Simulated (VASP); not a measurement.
# Sb2Mo (P-3m1) in VASP: electric field gradients with PBE

Aim: the electric field gradients of Sb2Mo with PBE.

All numbers are computed with VASP 6.6.1; they aren't measurements. Logs are shortened: lines on timing, memory, paths and dates and some standing lists are left out, and cuts for length are marked.

### 1 The structure

Symmetry: P-3m1, No. 164, trigonal system. The conventional cell has a = 3.480 Å, b = 3.480 Å, c = 6.471 Å, α = 90.00°, β = 90.00°, γ = 120.00°. Around Mo (site symmetry -3m) lie 6 Sb at 2.75 Å. Around Sb (site symmetry 3m) lie 3 Mo at 2.75 Å.

The cell comes from a database or a generator and needn't be the stable form of this composition.

### 2 Electric field gradients, PBE

INCAR reads:

```
  PREC = Accurate
  ENCUT = 520
  EDIFF = 1E-8
  ISMEAR = -1
  SIGMA = 0.03
  LREAL = F
  LASPH = T
  NELM = 100
  ALGO = Fast
  ISIF = 2
  LWAVE = F
  LCHARG = F
  GGA = PE
  LEFG = T
  NBANDS = 19
```

KPOINTS reads:

```
regular mesh
0
Gamma
  12 12 7
```

POSCAR reads:

```
Sb2Mo
1.0
    3.4801084287      0.0000000000      0.0000000000
   -1.7400542143      3.0138623072      0.0000000000
    0.0000000000      0.0000000000      6.4706450298
Mo Sb
1 2
Direct
    0.0000000000      0.0000000000      0.0000000000
    0.3333333333      0.6666666667      0.2912959530
    0.6666666667      0.3333333333      0.7087040470
```

Potentials or basis: VASP PAW PBE potentials, release 64 (Mo_sv, Sb).

Command:

```console
$ cat potpaw_PBE.64/Mo_sv/POTCAR potpaw_PBE.64/Sb/POTCAR > POTCAR
$ mpirun -np 1 vasp_std > vasp.out
```

OUTCAR:

```text
PREC = Accurate
   ENCUT = 520
   EDIFF = 1E-8
   ISMEAR = -1
   LREAL = F
   LASPH = T
   NELM = 100
   ISIF = 2
   GGA = PE

 ion  position               nearest neighbor table
   1  0.000  0.000  0.000-   2 2.75   3 2.75   2 2.75   3 2.75   3 2.75   2 2.75
   2  0.333  0.667  0.291-   1 2.75   1 2.75   1 2.75   3 3.37   3 3.37   3 3.37
   3  0.667  0.333  0.709-   1 2.75   1 2.75   1 2.75   2 3.37   2 3.37   2 3.37

  LATTYP: Found a hexagonal cell.
 ALAT       =     3.4801084287
 C/A-ratio  =     1.8593228235

  Lattice vectors:

 A1 = (   3.4801084287,   0.0000000000,   0.0000000000)
 A2 = (  -1.7400542143,   3.0138623072,   0.0000000000)
 A3 = (   0.0000000000,   0.0000000000,   6.4706450298)

Analysis of symmetry for initial positions (statically):
=====================================================================
 Subroutine PRICEL returns:
 Original cell was already a primitive cell.

 Routine SETGRP: Setting up the symmetry group for a
 hexagonal supercell.

 Subroutine GETGRP returns: Found 12 space group operations
 (whereof 12 operations were pure point group operations)
 out of a pool of 24 trial point group operations.

The static configuration has the point symmetry D_3d.

Analysis of symmetry for dynamics (positions and initial velocities):
=====================================================================
 Subroutine PRICEL returns:
 Original cell was already a primitive cell.

 Routine SETGRP: Setting up the symmetry group for a
 hexagonal supercell.

 Subroutine GETGRP returns: Found 12 space group operations
 (whereof 12 operations were pure point group operations)
 out of a pool of 24 trial point group operations.

The dynamic configuration has the point symmetry D_3d.

 Subroutine INISYM returns: Found 12 space group operations
 (whereof 12 operations are pure point group operations),
 and found     1 'primitive' translations

----------------------------------------------------------------------------------------

                                     Primitive cell

  volume of cell :      67.8678

  direct lattice vectors                    reciprocal lattice vectors
     3.480108429  0.000000000  0.000000000     0.287347369  0.165900081  0.000000000
    -1.740054214  3.013862307  0.000000000     0.000000000  0.331800161  0.000000000
     0.000000000  0.000000000  6.470645030     0.000000000  0.000000000  0.154544098

  length of vectors
     3.480108429  3.480108429  6.470645030     0.331800161  0.331800161  0.154544098

  position of ions in fractional coordinates (direct lattice)
     0.000000000  0.000000000  0.000000000
     0.333333333  0.666666667  0.291295953
     0.666666667  0.333333333  0.708704047

  ion indices of the primitive-cell ions
   primitive index   ion index
                 1           1
                 2           2
                 3           3

----------------------------------------------------------------------------------------

 KPOINTS: regular mesh

Automatic generation of k-mesh.
 Grid dimensions read from file:
 generate k-points for:   12   12    7

 Generating k-lattice:

  Cartesian coordinates                     Fractional coordinates (reciprocal lattice)
     0.023945614  0.013825007  0.000000000     0.083333333  0.000000000  0.000000000
     0.000000000  0.027650013  0.000000000     0.000000000  0.083333333  0.000000000
     0.000000000  0.000000000  0.022077728     0.000000000  0.000000000  0.142857143

  Length of vectors
     0.027650013  0.027650013  0.022077728

  Shift w.r.t. Gamma in fractional coordinates (k-lattice)
     0.000000000  0.000000000  0.000000000

 Subroutine IBZKPT returns following result:
 ===========================================

 Found    112 irreducible k-points:

 Following reciprocal coordinates:
            Coordinates               Weight
  0.000000  0.000000  0.000000      1.000000
  0.083333  0.000000  0.000000      6.000000
  0.166667  0.000000  0.000000      6.000000
  0.250000 -0.000000  0.000000      6.000000
  0.333333  0.000000  0.000000      6.000000
  0.416667  0.000000  0.000000      6.000000
[... 16 lines left out ...]
  0.166667  0.000000  0.142857      6.000000
  0.000000  0.166667  0.142857      6.000000
 [... further k-points ...]
   k-points           NKPTS =    112   k-points in BZ     NKDIM =    112   number of bands    NBANDS=     19
   number of dos      NEDOS =    301   number of ions     NIONS =      3
   total plane-waves  NPLWV =  37632
   dimension x,y,z NGX =    28 NGY =   28 NGZ =   48
   dimension x,y,z NGXF=    56 NGYF=   56 NGZF=   96
   ions per type =               1   2
   NGX,Y,Z   is equivalent  to a cutoff of  13.38, 13.38, 12.33 a.u.
   NGXF,Y,Z  is equivalent  to a cutoff of  26.75, 26.75, 24.66 a.u.
 SYSTEM =  unknown system
   PREC   = accura    normal or accurate (medium, high low for compatibility)
   ISTART =      0    job   : 0-new  1-cont  2-samecut
   ICHARG =      2    charge: 1-file 2-atom 10-const
   ISPIN  =      1    spin polarized calculation?
   LNONCOLLINEAR =      F non collinear calculations
   LSORBIT =      F    spin-orbit coupling
   LASPH  =      T    aspherical Exc in radial PAW
   ENCUT  =  520.0 eV  38.22 Ry    6.18 a.u.   6.47  6.47 12.03*2*pi/ulx,y,z
   NELM   =    100;   NELMIN=  2; NELMDL= -5     # of ELM steps
   EDIFF  = 0.1E-07   stopping-criterion for ELM
   LREAL  =      F    real-space projection
   EDIFFG = 0.1E-06   stopping-criterion for IOM
   NSW    =      0    number of steps for IOM
   IBRION =     -1    ionic relax: 0-MD 1-quasi-New 2-CG
   NFREE  =      0    steps in history (QN), initial steepest desc. (CG)
   ISIF   =      2    stress and relaxation
   ISYM   =      2    0-nonsym 1-usesym 2-fastsym
   POTIM  = 0.5000    time-step for ionic-motion
   TEBEG  =    0.0;   TEEND  =   0.0 temperature during run
   PSTRESS=    0.0 pullay stress
   NELECT =      24.0000    total number of electrons
   NUPDOWN=      -1.0000    fix difference up-down
   EMIN   =  10.00;   EMAX   =-10.00  energy-range for DOS
   EFERMI =   0.00;   METHOD = LEGACY
   ISMEAR =    -1;   SIGMA  =   0.03  broadening in eV -4-tet -1-fermi 0-gaus
   EFERMI_NEDOS =   21; number of points for ismear=-14 and -15
   IALGO  =     68    algorithm
   IMIX   =      4    mixing-type and parameters
     AMIX     =   0.40;   BMIX     =  1.00
     AMIX_MAG =   1.60;   BMIX_MAG =  1.00
  volume/ion in A,a.u.               =      22.62       152.66
  Fermi-wavevector in a.u.,A,eV,Ry     =   1.157686  2.187709 18.235019  1.340236
  Thomas-Fermi vector in A             =   2.294295
   LORBIT       =      0    0 simple, 1 ext, 2 COOP (PROOUT), +10 PAW based schemes
   GGA     = PE    functional components
   LHFCALC =     F    Hartree Fock is set to
   AEXX    =    0.0000 exact exchange contribution
   IVDW    =     0    specifies the selected vdW correction
   LEPSILON=     F    determine dielectric tensor
   LRPA    =     F    only Hartree local field effects (RPA)
 non-spin polarized calculation
 RMM-DIIS sequential band-by-band and
  energy-cutoff  :      520.00
  volume of cell :       67.87
 maximum number of plane-waves:      1860
 NGX is ok and might be reduce to    28
   NGX = 13   NGY = 13   NGZ = 25

 number of electron      23.9999999 magnetization

 Free energy of the ion-electron system (eV)
  ---------------------------------------------------
  ext. energy  EPLUGINS =         0.00000000
  ---------------------------------------------------
  free energy    TOTEN  =       -18.82091066 eV

  energy without entropy =      -18.81774021  energy(sigma->0) =      -18.81932544

 E-fermi :   9.4792     XC(G=0): -11.0164

 val. band max:        9.4566464067   @ k =   0.2500   0.0833   0.1429
 cond. band min:       9.4947688205   @ k =   0.5000  -0.0000   0.2857
 fundamental gap:      0.0381224138
 Fermi energy:         9.4791892764

 k-point     1 :       0.0000    0.0000    0.0000
  band No.  band energies     occupation
      1     -51.3263      2.00000
      2     -25.4283      2.00000
      3     -25.4042      2.00000
      4     -25.4042      2.00000
      5      -2.7761      2.00000
      6      -0.2638      2.00000
[... 11 lines left out ...]
     18      16.3177      0.00000
     19      17.5444      0.00000

 k-point     2 :       0.0833    0.0000    0.0000
  band No.  band energies     occupation
      1     -51.3256      2.00000
      2     -25.4263      2.00000
      3     -25.4137      2.00000
      4     -25.4064      2.00000
      5      -2.6600      2.00000
      6      -0.1967      2.00000
[... 11 lines left out ...]
     18      16.9184      0.00000
     19      17.5781      0.00000

 k-point     3 :       0.1667    0.0000    0.0000
  band No.  band energies     occupation
      1     -51.3235      2.00000
      2     -25.4397      2.00000
      3     -25.4208      2.00000
      4     -25.4126      2.00000
      5      -2.3161      2.00000
      6      -0.0023      2.00000
[... 11 lines left out ...]
     18      16.4020      0.00000
     19      17.7510      0.00000

 k-point     4 :       0.2500   -0.0000    0.0000
  band No.  band energies     occupation
      1     -51.3207      2.00000
      2     -25.4749      2.00000
      3     -25.4209      2.00000
      4     -25.4133      2.00000
      5      -1.7583      2.00000
      6       0.2928      2.00000
[... 11 lines left out ...]
     18      15.7886      0.00000
     19      16.7063      0.00000

 k-point     5 :       0.3333    0.0000    0.0000
  band No.  band energies     occupation
      1     -51.3179      2.00000
      2     -25.5098      2.00000
      3     -25.4293      2.00000
      4     -25.4058      2.00000
      5      -1.0187      2.00000
      6       0.6192      2.00000
[... 11 lines left out ...]
     18      15.5344      0.00000
     19      16.3363      0.00000
[... 334 lines left out ...]
      2     -25.4263      2.00000
      3     -25.4137      2.00000
      4     -25.4064      2.00000
      5      -2.5902      2.00000
      6      -0.4079      2.00000
[... 11 lines left out ...]
     18      16.9214      0.00000
     19      17.9766      0.00000

 k-point    22 :       0.0000    0.0833    0.1429
  band No.  band energies     occupation
      1     -51.3256      2.00000
      2     -25.4263      2.00000
      3     -25.4137      2.00000
      4     -25.4064      2.00000
      5      -2.5910      2.00000
      6      -0.4046      2.00000
[... 11 lines left out ...]
     18      16.9588      0.00000
     19      17.4291      0.00000

 k-point    23 :       0.1667    0.0000    0.1429
  band No.  band energies     occupation
      1     -51.3235      2.00000
      2     -25.4397      2.00000
      3     -25.4208      2.00000
      4     -25.4126      2.00000
      5      -2.2474      2.00000
      6      -0.1961      2.00000
[... 11 lines left out ...]
     18      16.6994      0.00000
     19      17.6873      0.00000

 k-point    24 :       0.0000    0.1667    0.1429
  band No.  band energies     occupation
      1     -51.3235      2.00000
      2     -25.4397      2.00000
      3     -25.4208      2.00000
      4     -25.4126      2.00000
      5      -2.2548      2.00000
      6      -0.1695      2.00000
[... 11 lines left out ...]
     18      16.1053      0.00000
     19      17.0504      0.00000

 [... further k-points ...]
[... 5 lines left out ...]
  --------------------------------------------------------------------------------------
  -------------------------------------------------------------------------------------
  Total       -0.0537549     -0.0537549     -0.0652149     -0.0000000      0.0000000      0.0000000
  in kB       -1.2690099     -1.2690099     -1.5395505     -0.0000000      0.0000000      0.0000000
  external PRESSURE =      -1.3591901 kB  Pullay stress =       0.0000000 kB

 VOLUME and BASIS-vectors are now :
 -----------------------------------------------------------------------------
  energy-cutoff  :      520.00
  volume of cell :       67.87
      direct lattice vectors                 reciprocal lattice vectors
     3.480108429  0.000000000  0.000000000     0.287347369  0.165900081  0.000000000
    -1.740054214  3.013862307  0.000000000     0.000000000  0.331800161  0.000000000
     0.000000000  0.000000000  6.470645030     0.000000000  0.000000000  0.154544098

 POSITION                                       TOTAL-FORCE (eV/Angst)
 -----------------------------------------------------------------------------------
      0.00000      0.00000      0.00000        -0.000000      0.000000      0.000000
     -0.00000      2.00924      1.88487         0.000000     -0.000000      0.001957
      1.74005      1.00462      4.58577         0.000000      0.000000     -0.001957
 -----------------------------------------------------------------------------------
    total drift:                               -0.000000     -0.000000      0.000000

  FREE ENERGIE OF THE ION-ELECTRON SYSTEM (eV)
  ---------------------------------------------------
  free  energy   TOTEN  =       -18.8209106631 eV

  energy  without entropy=      -18.8177402078  energy(sigma->0) =      -18.81932544

 Electric field gradients (V/A^2)
---------------------------------------------------------------------
 ion       V_xx      V_yy      V_zz      V_xy      V_xz      V_yz
---------------------------------------------------------------------
   1      41.852    41.853   -83.706     0.001    -0.000     0.000
   2      64.167    64.167  -128.334     0.000    -0.000     0.000
   3      64.167    64.167  -128.334     0.000    -0.000     0.000
---------------------------------------------------------------------

 Electric field gradients after diagonalization (V/A^2)
 (convention: |V_zz| > |V_xx| > |V_yy|)
----------------------------------------------------------------------
 ion       V_xx      V_yy      V_zz     asymmetry (V_yy - V_xx)/ V_zz
----------------------------------------------------------------------
   1      41.854    41.852   -83.706       0.000
   2      64.167    64.167  -128.334       0.000
   3      64.167    64.167  -128.334       0.000
----------------------------------------------------------------------

           NMR quadrupolar parameters

 Cq : quadrupolar parameter    Cq=e*Q*V_zz/h
 eta: asymmetry parameters     (V_yy - V_xx)/ V_zz
 Q  : nuclear electric quadrupole moment in mb (millibarn)
----------------------------------------------------------------------
 ion       Cq(MHz)       eta       Q (mb)
----------------------------------------------------------------------
   1      -0.202       0.000       1.000
   2      -0.310       0.000       1.000
   3      -0.310       0.000       1.000
----------------------------------------------------------------------
```

Run time: 2.5 min. Hardware: 1 thread of Intel Xeon Platinum 8259CL at 2.50GHz (Skylake/Cascade Lake), shared host; peak memory 0.29 GiB.

What came out:

* Free energy: -18.8209 eV
* Pressure: -0.1 GPa
* Band gap on the k mesh: none (metal or under the smearing width)

Levels at points of the mesh, in eV from the Fermi level:
```tsv
k point	band 10	band 11	band 12	band 13	band 14	band 15
(0.00, 0.00, 0.00)	-1.21	-0.21	-0.21	2.14	3.92	3.92
(0.50, 0.00, 0.00)	-2.13	-1.68	-0.54	0.33	1.21	1.54
```

Electric field gradients, principal values (V/Å²):
| atom | Vxx | Vyy | Vzz |
| --- | --- | --- | --- |
| 1 Mo | 41.852 | 41.854 | -83.706 |
| 2 Sb | 64.167 | 64.167 | -128.334 |
| 3 Sb | 64.167 | 64.167 | -128.334 |

The run has no spin-orbit coupling, so splittings on Sb are missing.
